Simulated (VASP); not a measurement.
Input:

```yaml
crystal:
  lattice:
    - [2.43188, -4.21215, 0.00000]
    - [2.43188, 4.21215, 0.00000]
    - [0.00000, 0.00000, 5.38736]
  atoms:
    - { symbol: Si, position: [0.00000, 0.46412, 0.33333] }
    - { symbol: Si, position: [0.53588, 0.53588, 0.00000] }
    - { symbol: Si, position: [0.46412, 0.00000, 0.66667] }
    - { symbol: O, position: [0.27648, 0.41098, 0.22073] }
    - { symbol: O, position: [0.58902, 0.86550, 0.88739] }
    - { symbol: O, position: [0.72352, 0.13450, 0.44594] }
    - { symbol: O, position: [0.86550, 0.58902, 0.11261] }
    - { symbol: O, position: [0.41098, 0.27648, 0.77927] }
    - { symbol: O, position: [0.13450, 0.72352, 0.55406] }
```

All values below come from LDA (Ceperley-Alder, Perdew-Zunger), VASP's LDA PAW potentials (set 64) (plane waves; VASP 6.6.1). Numerical set-up: 520 eV cut-off, 5×5×4 Γ-centred mesh, Gaussian smearing of 0.050 eV, potentials Si O.

Q: What does the run give for the energy per atom (σ→0)?

A: 
```
Property                       Result
---------------------  --------------
energy per atom (σ→0)  -8.656 eV/atom
```

Total energies compare only between runs with the same potentials, cut-off and functional.

The compound is SiO2 in the quartz structure. It was relaxed first. The start is the result of an earlier pass.
